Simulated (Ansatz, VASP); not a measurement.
**Cross-check of As between VASP and Ansatz**

Wanted: the spread between two codes on one cell, functional and k mesh. Of the first pair: The structure shown is the end of the Ansatz relaxation below.

Main program and level: Ansatz 0.2.0; plane waves, with VASP 6.6.1 beside it; PBEsol.

## Step 1: The structure

The cell holds 2 atoms: 2 As. Its edges and angles: a = 3.545 Å, b = 3.545 Å, c = 26.580 Å, α = 90.0°, β = 90.0°, γ = 120.0°. Vacuum lies along c.

## Step 2: Ansatz: relaxation, PBEsol

Ansatz runs on its default PAW (the set named soft_2) files.

This run makes the geometry at which the two programs are then compared.

The input, input.yaml:

```yaml
crystal:
  lattice:
    - [3.5448561471, 0.0, 0.0]
    - [-1.7724280736, 3.0699354762, 0.0]
    - [0.0, 0.0, 26.58]
  atoms:
    - { symbol: As, position: [0.3333333333, 0.6666666667, 0.4023495185] }
    - { symbol: As, position: [0.6666666667, 0.3333333333, 0.3500959292] }
  periodic: [true, true, false]
kpoints:
  mp_grid: { grid: [9, 9, 1] }
hamiltonian:
  xc: pbesol
scf:
  occupations: { method: gaussian, width: 0.02 }
output:
  forces: true
  stress: true
  eigenvalues: true
  write_density: true
  write_potential: true
  elf: true
  volumetric_format: npy
relax:
  adjacent_minimum: "off"
  f_tol: 0.005
  max_steps: 80
  cell: { stress_2d_tol: 0.02 }
```

Command:

```
> ansatz run input.yaml --threads 8 --pin off --max-ram 14336MiB --backend cpu --events-out ev --progress --plain --runs-dir out
```

Numbers of over 12 decimals in the logs are rounded to 6 here.

The log of the run:

```text
Engine: ansatz 0.2.0, aarch64-unknown-linux-gnu
Pseudopotentials: kind: paw
Pseudopotential: As, paw, valence charge 15, recommended cutoff 420 eV (normal), As.paw.azcp
Functional definition: PBEsol
  exchange = pbesol_x
  correlation = pbesol_c
Crystal: 2 atoms, lattice volume = 289.256 Å³
Basis set: ecut = 420 eV, 5579 PW (Γ), exchange–correlation on 48×48×360 points (8 copies of the dense FFT grid, shifted against one another)
Bands: 19, of which v1, the nominal top of the filled ones, is band 15 counted from 1 (14 counted from 0)
Symmetry: 12 space group operations
Space group: P-3m1 (ITA 164), of the structure as read, at distance tolerance 6.6e-5 Å
k-points: 12 of 81
Non-local potential: As, projectors of the file, l = 0: 2, l = 1: 2, l = 2: 3, l = 3: 1
PAW form: soft (Blöchl's): semilocal exchange-correlation on the pseudo side does not see the compensation charge
PAW frozen core: As, regenerated for the run's functional, and the local potential with it (the file was generated under x = pbe(κ = 0.804, μ = 0.219515), c = pbe(β = 0.066725))
PAW one-centre angular grid: As, 590 points (default); XC on 64 Gauss nodes
Initial density: superposition of atomic densities (neutral atoms: chi_scale 0, normalization atom), corrected by the library's trained network
Initial wavefunctions: pseudopotential atomic-orbital guess
Functional: x = pbesol(κ = 0.804, μ = 0.123457), c = pbesol(β = 0.046)
SCF iter   1: F=—  HF=-9625.848482 eV  |F-HF|=—  |Δ(HF+E_count)|=         —  Δρ=1.04e-3  dr2=3.70e-3  ethr=1.77e-3  ⟨swp⟩=10.7  Hψ=1533  notcnv=0
preconditioner: auto → none  [insulator: Δε(μ)=1.487 eV  Ē_g=9.583 eV  σ=0.020 eV  W_gap=1.00  n_scr=14 (ndim 8)  ℏωp=6.9 eV  f_vac=0.796  D(μ)=0.00/eV (n_scr^D=0)  ε∞_Penn≈1.5]
SCF iter   2: F=—  HF=-9625.846669 eV  |F-HF|=—  |Δ(HF+E_count)|=   1.81e-3  Δρ=4.63e-4  dr2=5.47e-4  ethr=1.23e-5  ⟨swp⟩=4.0  Hψ=687  notcnv=0
SCF iter   3: F=—  HF=-9625.846912 eV  |F-HF|=—  |Δ(HF+E_count)|=   2.43e-4  Δρ=1.04e-4  dr2=1.76e-5  ethr=1.82e-6  ⟨swp⟩=2.9  Hψ=498  notcnv=0
SCF iter   4: F=—  HF=-9625.846924 eV  |F-HF|=—  |Δ(HF+E_count)|=   1.19e-5  Δρ=3.73e-5  dr2=4.93e-6  ethr=5.85e-8  ⟨swp⟩=3.0  Hψ=490  notcnv=0
SCF iter   5: F=—  HF=-9625.846923 eV  |F-HF|=—  |Δ(HF+E_count)|=   8.07e-7  Δρ=7.06e-6  dr2=9.35e-8  ethr=1.64e-8  ⟨swp⟩=3.0  Hψ=504  notcnv=0
iter 6 did not close the SCF: its close was put off until two iterations running show no level that it waits for move by more than its bar (scf_convergence_deferred on its scf_iter line)
SCF iter   6: F=-9625.846923 eV  HF=-9625.846923 eV  |F-HF|=5.12e-8  |Δ(HF+E_count)|=   8.63e-8  Δρ=2.59e-6  dr2=3.24e-8  ethr=3.12e-10  ⟨swp⟩=17.7  Hψ=2170  notcnv=0
iter 7 did not close the SCF: its close was put off until two iterations running show no level that it waits for move by more than its bar (scf_convergence_deferred on its scf_iter line)
SCF iter   7: F=-9625.846923 eV  HF=-9625.846923 eV  |F-HF|=1.32e-9  |Δ(HF+E_count)|=   2.44e-8  Δρ=7.37e-7  dr2=1.81e-9  ethr=1.08e-10  ⟨swp⟩=7.9  Hψ=1523  notcnv=0
SCF iter   8: F=-9625.846923 eV  HF=-9625.846923 eV  |F-HF|=2.73e-11  |Δ(HF+E_count)|=  2.16e-10  Δρ=4.11e-8  dr2=3.48e-12  ethr=6.04e-12  ⟨swp⟩=7.0  Hψ=1408  notcnv=0
SCF 1 converged in 8 iterations: F = -9625.846923 eV  dr2 = 3.48e-12
  greatest PAW one-centre occupation: 0.999 electrons in one spin orbital (limit 2), on the As atom at site 1 (counted from 0), in its partial waves of l = 2
relax step   1: F+E_penalty+E_count = -9625.84692315 eV  Δ(F+E_penalty+E_count) = +0.000e0 eV  max|allowed force component| = 4.178e-4 eV/Å  Δτ_max = 0.0000 Å  P = -0.004 N/m  Ω = 289.256 Å³  fix = [c, alpha, beta]  reactions: c +0.000 N/m  (8 SCF iters, dr2 threshold 1.00e-7 eV, accepted)
Initial density: handed on by an earlier stage of this run
Initial wavefunctions: pseudopotential atomic-orbital guess (no wavefunctions were taken with the density)
iter 1 solved again at ethr=2.31e-7 eV; its pass at ethr=3.10e-3 eV (dr2=6.93e-5 eV) is discarded
SCF iter   1: F=—  HF=-9625.846925 eV  |F-HF|=—  |Δ(HF+E_count)|=         —  Δρ=7.78e-7  dr2=3.26e-9  ethr=2.31e-7  ⟨swp⟩=5.3  Hψ=2426  notcnv=0
eigensolver tolerance schedule: the retry pair's looser diagonalisation over-reported the residual by 21214.85 of it (diagonalisation noise at an unbounded share of the residual, at the tolerance the schedule requests for it); recorded, not acted on — ethr = c·dr2/N_el stays at c = 1.0e-1
preconditioner: auto → none  [insulator: Δε(μ)=1.486 eV  Ē_g=9.606 eV  σ=0.020 eV  W_gap=1.00  n_scr=14 (ndim 8)  ℏωp=6.9 eV  f_vac=0.794  D(μ)=0.00/eV (n_scr^D=0)  ε∞_Penn≈1.5]
SCF iter   2: F=—  HF=-9625.846923 eV  |F-HF|=—  |Δ(HF+E_count)|=   1.99e-6  Δρ=6.78e-7  dr2=3.55e-9  ethr=1.09e-11  ⟨swp⟩=5.0  Hψ=688  notcnv=0
SCF iter   3: F=—  HF=-9625.846923 eV  |F-HF|=—  |Δ(HF+E_count)|=   1.15e-9  Δρ=3.68e-7  dr2=8.25e-10  ethr=1.09e-11  ⟨swp⟩=2.0  Hψ=269  notcnv=0
SCF iter   4: F=—  HF=-9625.846923 eV  |F-HF|=—  |Δ(HF+E_count)|=  1.86e-10  Δρ=2.00e-7  dr2=2.17e-10  ethr=2.75e-12  ⟨swp⟩=2.8  Hψ=357  notcnv=0
SCF iter   5: F=—  HF=-9625.846923 eV  |F-HF|=—  |Δ(HF+E_count)|=  1.82e-11  Δρ=1.63e-7  dr2=1.43e-10  ethr=1.00e-12  ⟨swp⟩=1.3  Hψ=234  notcnv=0
SCF iter   6: F=—  HF=-9625.846923 eV  |F-HF|=—  |Δ(HF+E_count)|=  4.55e-11  Δρ=6.90e-8  dr2=2.10e-11  ethr=1.00e-12  ⟨swp⟩=2.0  Hψ=266  notcnv=0
SCF iter   7: F=—  HF=-9625.846923 eV  |F-HF|=—  |Δ(HF+E_count)|=  1.27e-11  Δρ=4.48e-8  dr2=1.08e-11  ethr=1.00e-12  ⟨swp⟩=1.3  Hψ=247  notcnv=0
SCF iter   8: F=-9625.846923 eV  HF=-9625.846923 eV  |F-HF|=3.27e-11  |Δ(HF+E_count)|=  2.91e-11  Δρ=7.29e-9  dr2=2.27e-13  ethr=1.00e-12  ⟨swp⟩=8.6  Hψ=1412  notcnv=0
SCF 2 converged in 8 iterations: F = -9625.846923 eV  dr2 = 2.27e-13
relax step   2: F+E_penalty+E_count = -9625.84692315 eV  Δ(F+E_penalty+E_count) = -5.821e-11 eV  max|allowed force component| = 4.170e-4 eV/Å  Δτ_max = 0.0000 Å  P = -0.004 N/m  Ω = 289.256 Å³  fix = [c, alpha, beta]  reactions: c +0.000 N/m  stress off target by 4.41e-3 N/m on what of the cell is left free  SCF on the basis re-selected at this cell (its energy is not comparable with the rows above)  (8 SCF iters)
basis re-selected at this cell: Δ(F+E_penalty+E_count) = -5.821e-11 eV, ΔP = +0.000 N/m vs the last step (what re-selecting the basis moved, of the pressure what is left beyond the Pulay correction that the steps carried, after the strain that the cell walked since its last selection, with what the two solves' SCF thresholds leave and, on support functions, any second-order correction that the steps lacked; it is no  [...]
SCF converged after 8 iterations
Free energy (F): -9625.846923 eV
Harris-Foulkes:  -9625.846923 eV  (|F-HF|=3.27e-11)
Internal energy: -9625.846923 eV  (E = F + TS)
E sigma→0 (E₀):  -9625.846923 eV
Fermi energy:    -4.560598 eV
--- Per-component energies (eV) ---
  E_band       = -916.775186
  E_kinetic    = 204.950849
  E_local      = -45955.936598  (includes V_loc(G=0)·N_el)
  E_nonlocal   = -1336.798993
  E_hartree    = 22932.208780
  E_xc         = -156.715503
  E_vxc        = -157.424138  (∫ρ·V_xc dr)
  E_paw        = -3584.841776  (= ΣΔE_a)
  E_vpaw       = 464.016168  (= ΣTr[D̂ρ^β])
  E_aug_tail   = 0.000014  (compensation charges beyond the density's cutoff)
  E_ewald      = 18269.353447
  E_core_change = 1.932857  (= ΣΔE_core)
  E_smearing   = -0.000000  (= −TS)
  E_closure    = -0.000000  (closes the sum)
  Σ components = -9625.846923   (vs F -9625.846923, Δ=0.00e0)
--- Forces (eV/Å), atoms counted from 1 ---
  atom   1  As     0.00000000     0.00000000    -0.00041699
  atom   2  As    -0.00000000    -0.00000000     0.00041699
  max |Σ_I F_I| component: 5.78e-19 eV/Å
--- 2D stress c σ (N/m, compression-positive) ---
       -0.004406       0.000000       0.000000
        0.000000      -0.004406       0.000000
        0.000000       0.000000       0.000000
  P = ½ c Tr σ = -0.0044 N/m
--- Band table (eV; the first three rows and the last of 12) ---
  k-point 0: bands = [... 11 lower, -12.6635, -6.0645, -5.3037, -5.3037, -3.2179, -1.7604, -1.7604, -0.4718]
  k-point 1: bands = [... 11 lower, -12.6249, -6.7290, -5.9758, -5.6754, -2.6545, -1.6413 (-1.6413°), -1.3910, -0.2218]
  k-point 2: bands = [... 11 lower, -12.6754, -8.4618, -6.3672, -5.8452, -3.5027, -0.8845 (-0.8845°), -0.8721, 0.2256]
  k-point 11: bands = [... 11 lower, -15.4243, -9.9871, -7.4630, -7.4630, -3.5150, -0.7428, -0.7428, 2.7558]
  ° read free of the cell's end (the report's vacuum.weakly_bound_levels)
--- Relaxed structure (1 steps of the walk, 1 accepted, 1 SCFs on fresh bases) ---
  F+E_penalty+E_count = -9625.84692315 eV   max|allowed force component| = 4.170e-4 eV/Å   (the final SCF, on the basis selected at the relaxed cell)
  cell:  # Å, volume = 289.2563 Å³
    - [3.544856, 2.8867562601152164e-11, 0.0]
    - [-1.772428, 3.069935, 0.0]
    - [0.0, 0.0, 26.58]
  atoms:
    - { symbol: As, position: [0.333333, 0.666667, 0.402350] }
    - { symbol: As, position: [0.666667, 0.333333, 0.350096] }
```

## Step 3: VASP: single point, PBEsol, relaxed cell, pair 1

The same cell, functional, mesh and smearing now go to VASP, with its own data sets.

Lines of VASP's logs that name or quote its potential files are left out, and so is its time.

The input, INCAR:

```
SYSTEM = As
PREC = Accurate
ENCUT = 400
EDIFF = 1E-06
NELM = 120
ISMEAR = 0
SIGMA = 0.02
LREAL = .FALSE.
ALGO = Normal
GGA = PS
NBANDS = 11
LORBIT = 11
LWAVE = .FALSE.
LCHARG = .FALSE.
ISIF = 2
LDIPOL = .TRUE.
IDIPOL = 3
DIPOL = 0.5 0.5 0.376
LVHAR = .TRUE.
LASPH = .TRUE.
GGA_COMPAT = .FALSE.
EFERMI = MIDGAP
NELMDL = -8
```

The input, POSCAR:

```
As
1.0
    3.5448561471      0.0000000000      0.0000000000
   -1.7724280736      3.0699354762      0.0000000000
    0.0000000000      0.0000000000     26.5800000000
As
2
Direct
    0.3333333334      0.6666666668      0.4023495185
    0.6666666668      0.3333333334      0.3500959292
```

The input, KPOINTS:

```
Automatic mesh
0
Gamma
9 9 1
0 0 0
```

The projector-augmented-wave data sets are As (PBE family, release 64).

Command:

```
> mpirun -np 1 vasp_std
```

The log of the run:

```text
[banner, memory and clock lines left out]
running    1 mpi-ranks, on    1 nodes
 distrk:  each k-point on    1 cores,    1 groups
 distr:  one band on    1 cores,    1 groups

 POSCAR found type information on POSCAR As
 POSCAR found :  1 types and       2 ions
|                                                                             |
|               ----> ADVICE to this user running VASP <----                  |
|                                                                             |
|     You enforced a specific xc type in the INCAR file but a different       |
|     [... a line on the potential file left out ...]
|     I HOPE YOU KNOW WHAT YOU ARE DOING!                                     |
|                                                                             |

 LDA part: xc-table for (Slater+PW92), standard interpolation
 POSCAR, INCAR and KPOINTS ok, starting setup
 FFT: planning ... GRIDC
 FFT: planning ... GRID_SOFT
 FFT: planning ... GRID
 WAVECAR not read
 entering main loop
       N       E                     dE             d eps       ncg     rms          rms(c)
DAV:   1     0.602936741611E+02    0.60294E+02   -0.25057E+03   264   0.470E+02
DAV:   2    -0.455658226042E+01   -0.64850E+02   -0.57159E+02   446   0.894E+01
DAV:   3    -0.100387380031E+02   -0.54822E+01   -0.54731E+01   394   0.372E+01
DAV:   4    -0.100954446083E+02   -0.56707E-01   -0.56617E-01   372   0.409E+00
DAV:   5    -0.100960162108E+02   -0.57160E-03   -0.57158E-03   370   0.361E-01
DAV:   6    -0.100960179898E+02   -0.17790E-05   -0.17791E-05   385   0.207E-02
DAV:   7    -0.100960180146E+02   -0.24789E-07   -0.24742E-07   409   0.183E-03
DAV:   8    -0.100960180146E+02   -0.46612E-10   -0.61380E-10   366   0.102E-04    0.347E+00
DAV:   9    -0.100392271800E+02    0.56791E-01   -0.25209E-02   311   0.767E-01    0.204E+00
DAV:  10    -0.100082994070E+02    0.30928E-01   -0.50063E-02   322   0.111E+00    0.113E-01
DAV:  11    -0.100082828781E+02    0.16529E-04   -0.13458E-03   322   0.196E-01    0.316E-02
DAV:  12    -0.100081469638E+02    0.13591E-03   -0.12453E-04   400   0.577E-02    0.219E-02
DAV:  13    -0.100080418780E+02    0.10509E-03   -0.25402E-04   330   0.604E-02    0.174E-02
DAV:  14    -0.100080783270E+02   -0.36449E-04   -0.32424E-06   331   0.101E-02    0.101E-02
DAV:  15    -0.100082835740E+02   -0.20525E-03   -0.39949E-05   338   0.245E-02    0.539E-03
DAV:  16    -0.100083056626E+02   -0.22089E-04   -0.10623E-06   406   0.469E-03    0.267E-03
DAV:  17    -0.100083478638E+02   -0.42201E-04   -0.46918E-06   345   0.630E-03    0.202E-03
DAV:  18    -0.100083579430E+02   -0.10079E-04   -0.15214E-07   382   0.125E-03    0.672E-04
DAV:  19    -0.100083770761E+02   -0.19133E-04   -0.82552E-07   345   0.250E-03    0.565E-04
DAV:  20    -0.100083834439E+02   -0.63678E-05   -0.20074E-07   348   0.132E-03    0.207E-04
DAV:  21    -0.100083848498E+02   -0.14059E-05   -0.26062E-08   294   0.428E-04    0.119E-04
DAV:  22    -0.100083855762E+02   -0.72646E-06   -0.13143E-08   264   0.337E-04
   1 F= -.10008386E+02 E0= -.10008386E+02  d E =0.000000E+00
```

From OUTCAR (step 3):

```text
ion  position               nearest neighbor table
   1  0.333  0.667  0.402-   2 2.47   2 2.47   2 2.47
   2  0.667  0.333  0.350-   1 2.47   1 2.47   1 2.47

  LATTYP: Found a hexagonal cell.
 ALAT       =     3.5448561471
 C/A-ratio  =     7.4981886139

 Subroutine GETGRP returns: Found 12 space group operations
 (whereof  6 operations were pure point group operations)

The static configuration has the point symmetry C_3v.
 The point group associated with its full space group is D_3d.

 Found     12 irreducible k-points:

   k-points           NKPTS =     12   k-points in BZ     NKDIM =     12   number of bands    NBANDS=     11

   dimension x,y,z NGX =    24 NGY =   24 NGZ =  180
   dimension x,y,z NGXF=    48 NGYF=   48 NGZF=  360

   ENCUT  =  400.0 eV  29.40 Ry    5.42 a.u.   5.78  5.78 43.35*2*pi/ulx,y,z

   NELECT =      10.0000    total number of electrons

 k-points in reciprocal lattice and weights: Automatic mesh
   0.00000000  0.00000000  0.00000000       0.012
   0.11111111  0.00000000  0.00000000       0.074
   0.22222222  0.00000000  0.00000000       0.074
   0.33333333  0.00000000  0.00000000       0.074
   0.44444444  0.00000000  0.00000000       0.074
   0.11111111  0.11111111  0.00000000       0.074
   0.22222222  0.11111111  0.00000000       0.148
   0.33333333  0.11111111  0.00000000       0.148
   0.44444444  0.11111111  0.00000000       0.074
   0.22222222  0.22222222  0.00000000       0.074
   0.33333333  0.22222222  0.00000000       0.148
   0.33333333  0.33333333  0.00000000       0.025

 dipolmoment           0.000000      0.000000      0.000002 electrons x Angstroem

 average (electrostatic) potential at core
       1 -57.9238       2 -57.9238

 E-fermi :  -3.1305

 k-point     1 :       0.0000    0.0000    0.0000
  band No.  band energies     occupation
      1     -17.7526      2.00000
      2     -11.1954      2.00000
      3      -4.6103      2.00000
      4      -3.8753      2.00000
      5      -3.8753      2.00000
      6      -1.7989      0.00000
      7      -0.3221      0.00000
      8      -0.3221      0.00000
      9       0.9782      0.00000
     10       1.2391      0.00000
    ...

 k-point     2 :       0.1111    0.0000    0.0000
  band No.  band energies     occupation
      1     -17.5804      2.00000
      2     -11.1571      2.00000
      3      -5.3072      2.00000
      4      -4.5206      2.00000
      5      -4.2480      2.00000
      6      -1.2232      0.00000
      7      -0.2036      0.00000
      8       0.0510      0.00000
      9       1.2261      0.00000
     10       1.4375      0.00000
    ...

 k-point     3 :       0.2222    0.0000    0.0000
  band No.  band energies     occupation
      1     -17.0729      2.00000
      2     -11.2118      2.00000
      3      -7.0405      2.00000
      4      -4.9416      2.00000
      5      -4.3867      2.00000
      6      -2.0687      0.00000
      7       0.5538      0.00000
      8       0.5766      0.00000
      9       1.6746      0.00000
     10       2.0531      0.00000
    ...

  Total        0.1117443      0.1117443      0.1528481     -0.0000000     -0.0000000      0.0000000
  in kB        0.6189466      0.6189466      0.8466187     -0.0000000     -0.0000000      0.0000000
  external PRESSURE =       0.6948373 kB  Pullay stress =       0.0000000 kB

  energy-cutoff  :      400.00
  volume of cell :      289.26
      direct lattice vectors                 reciprocal lattice vectors
     3.544856147  0.000000000  0.000000000     0.282098894  0.162869873  0.000000000
    -1.772428074  3.069935476  0.000000000     0.000000000  0.325739745  0.000000000
     0.000000000  0.000000000 26.580000000     0.000000000  0.000000000  0.037622272

 POSITION                                       TOTAL-FORCE (eV/Angst)
 -----------------------------------------------------------------------------------
     -0.00000      2.04662     10.69445        -0.000000      0.000000      0.115877
      1.77243      1.02331      9.30555         0.000000     -0.000000     -0.115877
 -----------------------------------------------------------------------------------
    total drift:                               -0.000000     -0.000000      0.000013

  FREE ENERGIE OF THE ION-ELECTRON SYSTEM (eV)
  ---------------------------------------------------
  free  energy   TOTEN  =       -10.0083855762 eV

  energy  without entropy=      -10.0083855762  energy(sigma->0) =      -10.00838558

 vacuum level on the upper side and lower side of the slab         1.454         1.454

 total charge
# of ion       s       p       d       tot
------------------------------------------
    1        1.296   1.390   0.046   2.731
    2        1.296   1.390   0.046   2.731
--------------------------------------------------
tot          2.592   2.779   0.092   5.462

[... 3 further parts left out ...]
```

The run ends at a pressure of 0.07 GPa, with forces up to 0.12 eV/Å.

## Step 4: Comparison

Known differences besides the potentials themselves: Ansatz cuts the interaction across the vacuum, VASP repeats the sheet with a dipole correction (LDIPOL); the data sets hold 30 valence electrons in Ansatz (on its default PAW (the set named soft_2) files) and 10 in VASP; the cutoff is 420 eV in Ansatz and 400 eV in VASP; Ansatz makes its cores anew for this functional, VASP keeps those of its PBE data sets. Total energies have different zeros and are not compared.

The two programs side by side:

| quantity | Ansatz | VASP | difference |
| --- | --- | --- | --- |
| gap on the k mesh (eV) | 1.486 | 1.490 | -0.003 |

Forces (eV/Å; atoms numbered as in POSCAR):

| atom | Ansatz x, y, z | VASP x, y, z |
| --- | --- | --- |
| As1 | 0.000, 0.000, 0.000 | 0.000, 0.000, 0.116 |
| As2 | 0.000, 0.000, 0.000 | 0.000, 0.000, -0.116 |

The forces differ by 67 meV/Å r.m.s., where the r.m.s. force is 0.000 eV/Å in Ansatz and 0.067 eV/Å in VASP: the atoms lie near their places of rest in Ansatz, so a percentage would say little (all taken over all components). A gap on the mesh is an upper bound, since the band edges may lie between its points. Where the cell holds vacuum, a pressure given here is an average over it and none of the material.

## Step 5: What the set-up changes

Further runs change the set-up of one program: Ansatz's method, potentials or start, or VASP's data sets, cutoff or form of LDA. The table gives Ansatz less VASP for each quantity, since a change that brings one quantity closer may part another.

| run | r.m.s. force difference (meV/Å) | gap on the k mesh (eV) |
| --- | --- | --- |
| as above | 67 | -0.0031 |
| VASP with the data sets As_d and a cutoff of 520 eV | 13 | -0.0051 |

[end of part 1 of 2]

[Lines on the potential files, build, host, timing and source positions are cut from VASP's logs without a mark.]

[Logs are printed without paths, hosts, clocks, repeated set-up lines and the standing remarks that a program may print on its own settings, such as how far it seeks lower states.]

[Hosts, paths, dates, database ids (printed as entryN), source tags and the programs' standing remarks are cut or masked in the printed files.]
